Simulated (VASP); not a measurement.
An input for Quantum ESPRESSO's pw.x (written as the equivalent of a VASP run, and not itself run):

```
&CONTROL
  calculation = 'scf'
  pseudo_dir = './pseudo'
  outdir = './out'
  tprnfor = .true.
  tstress = .true.
/
&SYSTEM
  ibrav = 0
  nat = 3
  ntyp = 2
  ecutwfc = 84
  occupations = 'smearing'
  smearing = 'gaussian'
  degauss = 0.003675
  input_dft = 'pbe'
/
&ELECTRONS
  conv_thr = 7.3e-08
  electron_maxstep = 100
/
ATOMIC_SPECIES
  Pt 195.084 Pt.upf
  S 32.060 S.upf
CELL_PARAMETERS angstrom
     1.7700000   -3.0657300    0.0000000
     1.7700000    3.0657300    0.0000000
     0.0000000    0.0000000    5.0400000
ATOMIC_POSITIONS crystal
  Pt   0.0000000  0.0000000  0.0000000
  S    0.3333330  0.6666670  0.2300000
  S    0.6666670  0.3333330  0.7700000
K_POINTS automatic
  6 6 4 0 0 0
```

### Question
Write the VASP files for the same calculation (PBE).

### Answer
Several could match; the one computed here: 
File KPOINTS:
```
Automatic mesh
0
Gamma
6 6 4
0 0 0
```

INCAR:
```
SIGMA = 0.05   ! width (eV)
GGA = PE   ! PBE
LMAXMIX = 6
PREC = Accurate
EDIFF = 1E-6   ! SCF stop (eV)
SYSTEM = PtS2
LWAVE = .FALSE.
NELM = 100
ENCUT = 400   ! plane-wave cut-off (eV)
ISMEAR = 0   ! Gaussian
LREAL = .FALSE.
LCHARG = .FALSE.
ALGO = Normal   ! blocked Davidson
ISIF = 2   ! forces and stress, cell fixed
LASPH = .TRUE.   ! aspherical one-centre terms
```

### POSCAR
```
PtS2
1.0
  1.7700000000  -3.0657300000   0.0000000000
  1.7700000000   3.0657300000   0.0000000000
  0.0000000000   0.0000000000   5.0400000000
Pt S
1 2
Cart
  0.0000000000   0.0000000000   0.0000000000
  1.7700000000   1.0219120438   1.1592000000
  1.7700000000  -1.0219120438   3.8808000000
```

POTCAR, in this order: Pt S (PBE.64 set). Program: vasp_std.

Limits of the translation: the potentials are each code's own (VASP's PAW set, PseudoDojo norm-conserving files in pw.x), so ENCUT and ecutwfc are chosen apart and not converted; conv_thr bounds pw.x's estimated SCF error, while EDIFF bounds the energy change between steps.

The compound is PtS2 in the 1T layered structure. The cell was not relaxed at this level.
